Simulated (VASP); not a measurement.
Given:

```
CELL_PARAMETERS angstrom
      2.11655    -3.66597     0.00000
      2.11655     3.66597     0.00000
      0.00000     0.00000     6.88140
ATOMIC_POSITIONS crystal
  Cd 0.66667 0.33333 0.50005
  Cd 0.33333 0.66667 0.00005
  S  0.66667 0.33333 0.87695
  S  0.33333 0.66667 0.37695
```

All values below come from PBE GGA with D3 dispersion (Becke-Johnson damping), VASP's PBE PAW potentials (set 64) (plane waves; VASP). Run with 520 eV cut-off, 6×6×4 Γ-centred mesh, Gaussian smearing of 0.050 eV, potentials Cd S.

Problem. Give the stress tensor in GPa (positive for a compressed cell).

Solution. 
```
-2.92   0.00   0.00
 0.00  -2.92   0.00
 0.00   0.00  -2.89
```
The pressure is its mean diagonal, -2.91 GPa.

The compound is CdS in the wurtzite structure. This cell is one point of a volume scan, at 1.06 of the reference volume.
